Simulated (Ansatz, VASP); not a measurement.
# RbTlF2 (alpha-NaFeO2 type (invented)) in two plane-wave programs

One calculation is typed for both programs; each brings its own data sets. How far apart do they land? The cell is generated by rule, not measured, and may not be a known phase. The cell is taken from a series of runs on this material, whose earlier steps may have relaxed, scaled, displaced or heated it; both programs get it as it stands.

Method: plane waves, with VASP 6.6.1 beside it; relaxation of cell and atoms at PBE, in Ansatz 0.2.0.

**1. Set-up**

It takes space group R-3m (No. 166, trigonal). Conventional cell: a = 4.035 Å, b = 4.035 Å, c = 19.865 Å, α = 90.00°, β = 90.00°, γ = 120.00°. Nearest to Rb lie 6 F at 2.86 Å. Tl has 6 F at 2.86 Å nearest. Nearest to F lie 3 Rb at 2.86 Å and 3 Tl at 2.86 Å. Farther neighbours and most contacts between anions are not listed.

**2. VASP: relaxation of cell and atoms, PBE**

The relaxed volume is the usual yardstick between codes: in a stiff, nearly cubic crystal its relative difference is about their pressure difference at one cell divided by the bulk modulus.

Lines of VASP's logs that name or quote its potential files are left out, and so is its time.

Input file INCAR:

```
SYSTEM = RbTlF2
PREC = Accurate
ENCUT = 600
EDIFF = 1E-07
NELM = 120
ISMEAR = 0
SIGMA = 0.01
LREAL = .FALSE.
ALGO = Normal
GGA = PE
NBANDS = 24
LORBIT = 11
LWAVE = .FALSE.
LCHARG = .FALSE.
ISIF = 3
IBRION = 2
NSW = 80
EDIFFG = -0.005
LASPH = .TRUE.
GGA_COMPAT = .FALSE.
NELMIN = 4
EFERMI = MIDGAP
```

Input file POSCAR:

```
RbTlF2
1.0
    2.0172960000      1.1646870000      6.6216730000
   -2.0172960000      1.1646870000      6.6216730000
    0.0000000000     -2.3293730000      6.6216730000
Rb Tl F
1 1 2
Direct
    0.0000000000      0.0000000000      0.0000000000
    0.4999999536      0.4999999536      0.5000001683
    0.2500913938      0.2500913938      0.2500915011
    0.7499084631      0.7499084631      0.7499087851
```

Input file KPOINTS:

```
Automatic mesh
0
Gamma
9 9 9
0 0 0
```

Potentials, in the order of the species: Rb_sv, Tl_d and F (PBE family, release 64).

On the command line:

```
mpirun -np 1 vasp_std
```

Numbers of over 12 decimals in the logs are rounded to 6 here.

Output:

```text
[banner, memory and clock lines left out]
running    1 mpi-ranks, on    1 nodes
 distrk:  each k-point on    1 cores,    1 groups
 distr:  one band on    1 cores,    1 groups

 POSCAR found type information on POSCAR RbTlF
 POSCAR found :  3 types and       4 ions
 LDA part: xc-table for (Slater+PW92), standard interpolation
 POSCAR, INCAR and KPOINTS ok, starting setup
 FFT: planning ... GRIDC
 FFT: planning ... GRID_SOFT
 FFT: planning ... GRID
 WAVECAR not read
 entering main loop
       N       E                     dE             d eps       ncg     rms          rms(c)
DAV:   1     0.247273098125E+03    0.24727E+03   -0.20757E+04  4080   0.157E+03
DAV:   2    -0.454922445876E+01   -0.25182E+03   -0.24389E+03  4840   0.324E+02
DAV:   3    -0.181093898466E+02   -0.13560E+02   -0.13529E+02  4992   0.731E+01
DAV:   4    -0.184859382263E+02   -0.37655E+00   -0.37644E+00  6040   0.959E+00
DAV:   5    -0.184884773648E+02   -0.25391E-02   -0.25391E-02  5184   0.852E-01    0.909E+00
DAV:   6    -0.156293920435E+02    0.28591E+01   -0.11001E+01  4104   0.251E+01    0.468E+00
DAV:   7    -0.155927321973E+02    0.36660E-01   -0.94759E-01  4480   0.617E+00    0.256E+00
DAV:   8    -0.155402210188E+02    0.52511E-01   -0.16621E-01  5032   0.344E+00    0.444E-01
DAV:   9    -0.155413703108E+02   -0.11493E-02   -0.28811E-02  4912   0.106E+00    0.180E-01
DAV:  10    -0.155437236652E+02   -0.23534E-02   -0.52300E-03  4656   0.452E-01    0.973E-02
DAV:  11    -0.155436750661E+02    0.48599E-04   -0.14484E-03  4984   0.233E-01    0.259E-02
DAV:  12    -0.155437164263E+02   -0.41360E-04   -0.15973E-04  4808   0.652E-02    0.138E-02
DAV:  13    -0.155437192555E+02   -0.28293E-05   -0.24330E-05  4888   0.310E-02    0.182E-03
DAV:  14    -0.155437195953E+02   -0.33978E-06   -0.24933E-06  5064   0.856E-03    0.197E-03
DAV:  15    -0.155437195532E+02    0.42125E-07   -0.56398E-07  4304   0.494E-03
   1 F= -.15543720E+02 E0= -.15543720E+02  d E =-.155437E+02
 curvature:   0.00 expect dE= 0.000E+00 dE for cont linesearch  0.000E+00
 trial: gam= 0.00000 g(F)=  0.625E-05 g(S)=  0.126E-03 ort = 0.000E+00 (trialstep = 0.100E+01)
 search vector abs. value=  0.132E-03
 bond charge predicted
       N       E                     dE             d eps       ncg     rms          rms(c)
DAV:   1    -0.155455936753E+02   -0.18741E-02   -0.34757E-02  4112   0.141E+00    0.302E-01
DAV:   2    -0.155440106738E+02    0.15830E-02   -0.65760E-03  4144   0.553E-01    0.690E-02
DAV:   3    -0.155438447614E+02    0.16591E-03   -0.44192E-04  5144   0.156E-01    0.428E-02
DAV:   4    -0.155438160831E+02    0.28678E-04   -0.10651E-04  5672   0.615E-02    0.291E-02
DAV:   5    -0.155438183812E+02   -0.22981E-05   -0.12103E-05  5608   0.227E-02    0.538E-03
DAV:   6    -0.155438183927E+02   -0.11516E-07   -0.44389E-06  5376   0.152E-02    0.252E-03
DAV:   7    -0.155438189250E+02   -0.53228E-06   -0.63542E-07  4984   0.542E-03    0.805E-04
DAV:   8    -0.155438188604E+02    0.64619E-07   -0.48784E-08  2392   0.161E-03
   2 F= -.15543819E+02 E0= -.15543819E+02  d E =-.993072E-04
 trial-energy change:   -0.000099  1 .order   -0.000098   -0.000132   -0.000063
 step:   1.7418(harm=  1.9138)  dis= 0.00068  next Energy=   -15.543843 (dE=-0.123E-03)
 bond charge predicted
       N       E                     dE             d eps       ncg     rms          rms(c)
DAV:   1    -0.155448206110E+02   -0.10017E-02   -0.19125E-02  4080   0.105E+00    0.224E-01
DAV:   2    -0.155439485196E+02    0.87209E-03   -0.36095E-03  4080   0.410E-01    0.511E-02
DAV:   3    -0.155438572239E+02    0.91296E-04   -0.24203E-04  5112   0.116E-01    0.318E-02
DAV:   4    -0.155438416750E+02    0.15549E-04   -0.58447E-05  5672   0.456E-02    0.216E-02
DAV:   5    -0.155438434766E+02   -0.18017E-05   -0.66462E-06  5592   0.168E-02    0.400E-03
DAV:   6    -0.155438435904E+02   -0.11374E-06   -0.24452E-06  5360   0.113E-02    0.187E-03
DAV:   7    -0.155438439773E+02   -0.38692E-06   -0.34611E-07  4496   0.402E-03    0.599E-04
DAV:   8    -0.155438439312E+02    0.46066E-07   -0.29354E-08  2280   0.125E-03
   3 F= -.15543844E+02 E0= -.15543844E+02  d E =-.124378E-03
 curvature:  -0.92 expect dE=-0.212E-05 dE for cont linesearch -0.375E-06
 trial: gam=-0.03804 g(F)=  0.206E-05 g(S)=  0.233E-06 ort = 0.733E-05 (trialstep = 0.115E+01)
 search vector abs. value=  0.193E-05
 reached required accuracy - stopping structural energy minimisation
```

OUTCAR, selected parts (step 2):

```text
ion  position               nearest neighbor table
   1  0.000  0.000  0.000-   4 2.86   4 2.86   3 2.86   3 2.86   3 2.86   4 2.86   2 4.05   2 4.05
                             2 4.05   2 4.05   2 4.05   2 4.05
   2  0.500  0.500  0.500-   3 2.86   3 2.86   3 2.86   4 2.86   4 2.86   4 2.86   1 4.05   1 4.05
                             1 4.05   1 4.05   1 4.05   1 4.05
   3  0.250  0.250  0.250-   1 2.86   1 2.86   1 2.86   2 2.86   2 2.86   2 2.86
   4  0.750  0.750  0.750-   1 2.86   1 2.86   1 2.86   2 2.86   2 2.86   2 2.86

  LATTYP: Found a trigonal (rhomboedric) cell.
 ALAT       =     7.0194395986
 COS(alpha) =     0.8348173136

 Subroutine GETGRP returns: Found 12 space group operations
 (whereof 12 operations were pure point group operations)

The static configuration has the point symmetry D_3d.

 Found     85 irreducible k-points:

   k-points           NKPTS =     85   k-points in BZ     NKDIM =     85   number of bands    NBANDS=     24

   dimension x,y,z NGX =    56 NGY =   56 NGZ =   56
   dimension x,y,z NGXF=   112 NGYF=  112 NGZF=  112

   ENCUT  =  600.0 eV  44.10 Ry    6.64 a.u.  14.02 14.02 14.02*2*pi/ulx,y,z

   NELECT =      36.0000    total number of electrons

 k-points in reciprocal lattice and weights: Automatic mesh
   0.00000000  0.00000000  0.00000000       0.001
   0.11111111 -0.00000000 -0.00000000       0.008
   0.22222222  0.00000000 -0.00000000       0.008
   0.33333333 -0.00000000 -0.00000000       0.008
   0.44444444  0.00000000 -0.00000000       0.008
   0.11111111  0.11111111 -0.00000000       0.008
   0.22222222  0.11111111 -0.00000000       0.016
   0.33333333  0.11111111 -0.00000000       0.016
   0.44444444  0.11111111  0.00000000       0.016
[...]
0.44444444  0.44444444  0.44444444       0.003
  -0.44444444  0.44444444  0.44444444       0.008

 average (electrostatic) potential at core
       1 -36.6083       2 -87.2254       3 -76.6503       4 -76.6502

 E-fermi :   1.6138

 k-point     1 :       0.0000    0.0000    0.0000
  band No.  band energies     occupation
    ...
     14      -1.6181      2.00000
     15      -1.5866      2.00000
     16      -1.5564      2.00000
     17      -1.5564      2.00000
     18      -1.0747      2.00000
     19       4.5230      0.00000
     20       6.3015      0.00000
     21       8.5527      0.00000
     22       8.5527      0.00000
     23       9.2977      0.00000
    ...

 k-point     2 :       0.1111   -0.0000   -0.0000
  band No.  band energies     occupation
    ...
     14      -1.6678      2.00000
     15      -1.6632      2.00000
     16      -1.5257      2.00000
     17      -1.5021      2.00000
     18      -0.8596      2.00000
     19       4.5992      0.00000
     20       6.4760      0.00000
     21       7.4728      0.00000
     22       8.3313      0.00000
     23       9.1314      0.00000
    ...

 k-point     3 :       0.2222    0.0000   -0.0000
  band No.  band energies     occupation
    ...
     14      -1.8097      2.00000
     15      -1.7411      2.00000
     16      -1.5255      2.00000
     17      -1.4855      2.00000
     18      -0.6024      2.00000
     19       4.8454      0.00000
     20       5.8124      0.00000
     21       7.1365      0.00000
     22       7.9486      0.00000
     23       8.7327      0.00000
    ...

  Total       -0.0030302     -0.0030302      0.0009786      0.0000000      0.0000000     -0.0000000
  in kB       -0.0522031     -0.0522032      0.0168599      0.0000000      0.0000000     -0.0000000
  external PRESSURE =      -0.0291821 kB  Pullay stress =       0.0000000 kB

  energy-cutoff  :      600.00
  volume of cell :       93.00
      direct lattice vectors                 reciprocal lattice vectors
     2.014741048  1.163211896  6.613820504     0.248170851  0.143281473  0.050399506
    -2.014741048  1.163211896  6.613820504    -0.248170851  0.143281473  0.050399506
    -0.000000000 -2.326422794  6.613820504     0.000000000 -0.286562947  0.050399528

 POSITION                                       TOTAL-FORCE (eV/Angst)
 -----------------------------------------------------------------------------------
      0.00000     -0.00000      0.00000        -0.000000     -0.000000      0.000000
     -0.00000     -0.00000      9.92073        -0.000000     -0.000000     -0.000000
     -0.00000     -0.00000      4.96150         0.000000     -0.000000     -0.004621
     -0.00000     -0.00000     14.87996        -0.000000      0.000000      0.004621
 -----------------------------------------------------------------------------------
    total drift:                               -0.000000      0.002209     -0.000351

  FREE ENERGIE OF THE ION-ELECTRON SYSTEM (eV)
  ---------------------------------------------------
  free  energy   TOTEN  =       -15.5438439312 eV

  energy  without entropy=      -15.5438439312  energy(sigma->0) =      -15.54384393

 reached required accuracy - stopping structural energy minimisation

 total charge
# of ion       s       p       d       tot
------------------------------------------
    1        1.940   5.356   0.025   7.321
    2        1.318   0.104   9.676  11.098
    3        1.732   4.313   0.000   6.045
    4        1.732   4.313   0.000   6.045
--------------------------------------------------
tot          6.721  14.086   9.701  30.509

[... 3 further parts left out ...]
```

**3. Ansatz: relaxation of cell and atoms, PBE**

Ansatz runs on its default PAW (the set named soft_2) files.

The same cell, functional and mesh now go to Ansatz, which takes its cutoff from its data sets.

Input file input.yaml:

```yaml
crystal:
  lattice:
    - [2.0172962404, 1.1646865275, 6.6216730902]
    - [-2.0172962404, 1.1646865275, 6.6216730902]
    - [0.0, -2.3293730549, 6.6216730902]
  atoms:
    - { symbol: Rb, position: [1.0, 0.0, 0.0] }
    - { symbol: Tl, position: [0.5, 0.5, 0.5] }
    - { symbol: F, position: [0.2500914382, 0.2500914382, 0.2500914382] }
    - { symbol: F, position: [0.7499085618, 0.7499085618, 0.7499085618] }
kpoints:
  mp_grid: { grid: [9, 9, 9] }
hamiltonian:
  xc: pbe
scf:
  occupations: { method: fixed }
output:
  forces: true
  stress: true
  eigenvalues: true
relax:
  adjacent_minimum: "off"
  f_tol: 0.001
  max_steps: 60
  cell: { stress_tol: 0.01 }
```

On the command line:

```
ansatz run input.yaml --threads 2 --pin off --max-ram 5120MiB --backend cpu --events-out ev --progress --plain --runs-dir out
```

Output:

```text
basis.fft_grid_basis auto: the FFT boxes are laid along the combinations [[1, 0, -1], [0, 1, -1], [0, 0, 1]] of the cell's own vectors, 4.035, 4.035 and 7.019 Å long. The dense box has 27×27×48 points. Along the cell's own vectors, as sized, it would have 48×48×48, 3.16 times as many. Of the 12 symmetry operations that the crystal satisfies within crystal.symmetry.tolerance (time reversal apart; of a slab, those that [...]
Engine: ansatz 0.2.0, x86_64-unknown-linux-gnu
Pseudopotentials: kind: paw
Pseudopotential: Rb, paw, valence charge 9, recommended cutoff 420 eV (normal), Rb.paw.azcp
Pseudopotential: Tl, paw, valence charge 13, recommended cutoff 420 eV (normal), Tl.paw.azcp
Pseudopotential: F, paw, valence charge 7, recommended cutoff 420 eV (normal), F.paw.azcp
Functional definition: PBE
  parameter kappa = 0.804
  parameter beta = 0.066725
  exchange = pbe_x(kappa = kappa, mu = beta*pi^2/3)
  correlation = pbe_c(beta = beta)
Crystal: 4 atoms, lattice volume = 93.346 Å³
Basis set: ecut = 420 eV, 1841 PW (Γ), FFT grids on a1−a3, a2−a3, a3, exchange–correlation on 54×54×96 points (8 copies of the dense FFT grid, shifted against one another)
Bands: 22, of which v1, the nominal top of the filled ones, is band 18 counted from 1 (17 counted from 0)
Symmetry: 12 space group operations
Space group: R-3m (ITA 166), of the structure as read, at distance tolerance 4.5e-5 Å
k-points: 85 of 729
Non-local potential: Rb, projectors of the file, l = 0: 3, l = 1: 2, l = 2: 2
Non-local potential: Tl, projectors of the file, l = 0: 2, l = 1: 2, l = 2: 2, l = 3: 1
Non-local potential: F, projectors of the file, l = 0: 2, l = 1: 2, l = 2: 1
PAW form: soft (Blöchl's): semilocal exchange-correlation on the pseudo side does not see the compensation charge
PAW one-centre angular grid: Rb, 110 points (default); XC on 64 Gauss nodes
PAW one-centre angular grid: Tl, 590 points (default); XC on 64 Gauss nodes
PAW one-centre angular grid: F, 110 points (default); XC on 64 Gauss nodes
Initial density: superposition of atomic densities (neutral atoms: chi_scale 0, normalization atom), corrected by the library's trained network
Initial wavefunctions: pseudopotential atomic-orbital guess
Functional: x = pbe(κ = 0.804, μ = 0.219515), c = pbe(β = 0.066725)
SCF iter   1: F=—  HF=-16331.393862 eV  |F-HF|=—  |Δ(HF+E_count)|=         —  Δρ=8.47e-4  dr2=5.35e-4  ethr=1.77e-3  ⟨swp⟩=4.9  Hψ=7651  notcnv=0  defer=164
preconditioner: auto → Resta (q_TF=auto, 2.328 Å⁻¹)  ε∞=3.8  [insulator: Δε(μ)=3.593 eV  Ē_g=13.453 eV  n_scr=22 (ndim 8)  ℏωp=22.4 eV  f_vac=0.085  ε∞_Penn≈3.8]
SCF iter   2: F=—  HF=-16331.392777 eV  |F-HF|=—  |Δ(HF+E_count)|=   1.08e-3  Δρ=4.46e-4  dr2=1.04e-4  ethr=1.49e-6  ⟨swp⟩=3.3  Hψ=5250  notcnv=0  defer=170
SCF iter   3: F=—  HF=-16331.392865 eV  |F-HF|=—  |Δ(HF+E_count)|=   8.75e-5  Δρ=2.03e-4  dr2=3.52e-5  ethr=2.89e-7  ⟨swp⟩=2.2  Hψ=2776  notcnv=0  defer=165
SCF iter   4: F=—  HF=-16331.392872 eV  |F-HF|=—  |Δ(HF+E_count)|=   7.14e-6  Δρ=6.53e-5  dr2=2.53e-6  ethr=9.78e-8  ⟨swp⟩=2.0  Hψ=2968  notcnv=0  defer=140
SCF iter   5: F=—  HF=-16331.392872 eV  |F-HF|=—  |Δ(HF+E_count)|=   3.22e-7  Δρ=1.29e-5  dr2=1.98e-7  ethr=7.02e-9  ⟨swp⟩=2.0  Hψ=2987  notcnv=0  defer=141
SCF iter   6: F=-16331.392873 eV  HF=-16331.392873 eV  |F-HF|=1.50e-8  |Δ(HF+E_count)|=   2.36e-7  Δρ=2.61e-6  dr2=1.02e-8  ethr=2.78e-10  ⟨swp⟩=7.9  Hψ=10262  notcnv=0
SCF 1 converged in 6 iterations: F = -16331.392873 eV  dr2 = 1.02e-8
  greatest PAW one-centre occupation: 0.973 electrons in one spin orbital (limit 2), on the Rb atom at site 0 (counted from 0), in its partial waves of l = 0
relax step   1: F+E_penalty+E_count = -16331.39287266 eV  Δ(F+E_penalty+E_count) = +0.000e0 eV  max|allowed force component| = 2.000e-5 eV/Å  Δτ_max = 0.0000 Å  P = +0.009 GPa  Ω = 93.346 Å³  (6 SCF iters, dr2 threshold 1.00e-7 eV, accepted)
[...]
relax step   2: F+E_penalty+E_count = -16331.39279983 eV  Δ(F+E_penalty+E_count) = +7.283e-5 eV  max|allowed force component| = 1.129e-4 eV/Å  Δτ_max = 0.0000 Å  P = -0.006 GPa  Ω = 93.391 Å³  energy of the carried Pulay correction = -7.376e-5 eV  (5 SCF iters, dr2 threshold 5.38e-10 eV, accepted)
[...]
relax step   3: F+E_penalty+E_count = -16331.39285785 eV  Δ(F+E_penalty+E_count) = -5.802e-5 eV  max|allowed force component| = 1.123e-4 eV/Å  Δτ_max = 0.0000 Å  P = -0.004 GPa  Ω = 93.391 Å³  stress off target by 5.13e-3 GPa  SCF on the basis re-selected at this cell (its energy is not comparable with the rows above)  (6 SCF iters)
basis re-selected at this cell: Δ(F+E_penalty+E_count) = -5.802e-5 eV, ΔP = +0.002 GPa vs the last step (what re-selecting the basis moved, of the pressure what is left beyond the Pulay correction that the steps carried, after the strain that the cell walked since its last selection, with what the two solves' SCF thresholds leave and, on support functions, any second-order correction that the steps lacked; it is no m [...]
SCF converged after 6 iterations
Free energy (F): -16331.392858 eV
Harris-Foulkes:  -16331.392858 eV  (|F-HF|=3.64e-12)
Internal energy: -16331.392858 eV  (E = F + TS)
E sigma→0 (E₀):  -16331.392858 eV
Fermi energy:    3.380525 eV
--- Per-component energies (eV) ---
  E_band       = -167.062802
  E_kinetic    = 937.138652
  E_local      = -2779.646724  (includes V_loc(G=0)·N_el)
  E_nonlocal   = 637.799257
  E_hartree    = 980.201509
  E_xc         = -523.009501
  E_vxc        = -485.707520  (∫ρ·V_xc dr)
  E_paw        = -13180.029582  (= ΣΔE_a)
  E_vpaw       = -437.053644  (= ΣTr[D̂ρ^β])
  E_aug_tail   = 0.004159  (compensation charges beyond the density's cutoff)
  E_ewald      = -2403.850627
  E_smearing   = -0.000000  (= −TS)
  E_closure    = 0.000000  (closes the sum)
  Σ components = -16331.392858   (vs F -16331.392858, Δ=0.00e0)
--- Forces (eV/Å), atoms counted from 1 ---
  atom   1  Rb    -0.00000000    -0.00000000    -0.00000000
  atom   2  Tl    -0.00000000     0.00000000     0.00000000
  atom   3  F      0.00000000    -0.00000000    -0.00011234
  atom   4  F      0.00000000     0.00000000     0.00011234
  max |Σ_I F_I| component: 2.31e-18 eV/Å
--- Stress (GPa, compression-positive) ---
       -0.005134       0.000000       0.000000
        0.000000      -0.005134       0.000000
        0.000000       0.000000      -0.001857
  P = ⅓ Tr σ = -0.0040 GPa (-0.040 kbar)
--- Band table (eV; the first three rows and the last of 85) ---
  k-point 0: bands = [... 14 lower, 1.9907, 2.0211, 2.0211, 2.5009, 8.0897, 9.8670, 12.0988, 12.0988]
  k-point 1: bands = [... 14 lower, 1.9169, 2.0521, 2.0752, 2.7135, 8.1660, 10.0399, 11.0277, 11.8801]
  k-point 2: bands = [... 14 lower, 1.8400, 2.0519, 2.0919, 2.9682, 8.4123, 9.3708, 10.7012, 11.4989]
  k-point 84: bands = [... 14 lower, 1.9151, 2.0094, 2.0898, 2.9614, 7.2305, 10.7839, 10.9838, 11.6363]
--- Relaxed structure (2 steps of the walk, 2 accepted, 1 SCFs on fresh bases) ---
  F+E_penalty+E_count = -16331.39285785 eV   max|allowed force component| = 1.123e-4 eV/Å   (the final SCF, on the basis selected at the relaxed cell)
  cell:  # Å, volume = 93.3909 Å³
    - [2.017474, 1.164789, 6.623657]
    - [-2.017474, 1.164789, 6.623657]
    - [0, -2.329579, 6.623657]
  atoms:
    - { symbol: Rb, position: [1.0, 0.0, 0.0] }
    - { symbol: Tl, position: [0.500000, 0.500000, 0.500000] }
    - { symbol: F, position: [0.250092, 0.250092, 0.250092] }
    - { symbol: F, position: [0.749908, 0.749908, 0.749908] }
```

The column dr2 measures how far the density is from self-consistency, as an energy; F and HF (Harris–Foulkes) agree once it is small.

**4. Comparison**

Known differences besides the potentials themselves: fixed occupations in Ansatz, narrow Gaussian smearing in VASP; the cutoff is 420 eV in Ansatz and 600 eV in VASP; Ansatz adds a Pulay correction to the stress that steers its cell, VASP none. Total energies have different zeros and are not compared.

The two programs side by side:

```csv
quantity,Ansatz,VASP,difference
volume (Å³),93.39,93.00,+0.42 %
"edge a after relaxation, in the typed setting (Å)",7.021,7.011,+0.15 %
```

**5. Summary of results**

```
difference in volume (relaxation of cell and atoms, PBE) : 0.42 %
```

In words: The difference in volume is 0.42 % (relaxation of cell and atoms, PBE), within the 1.2 % picked in this series as the mark of a large difference, as far as the stopping tolerances let one tell. How closely two codes agree says nothing of how well the functional describes the real material.

[Lines on the potential files, build, host, timing and source positions are cut from VASP's logs without a mark.]

[Logs are printed without paths, hosts, clocks, repeated set-up lines and the standing remarks that a program may print on its own settings, such as how far it seeks lower states.]

[Hosts, paths, dates, database ids (printed as entryN), source tags and the programs' standing remarks are cut or masked in the printed files.]
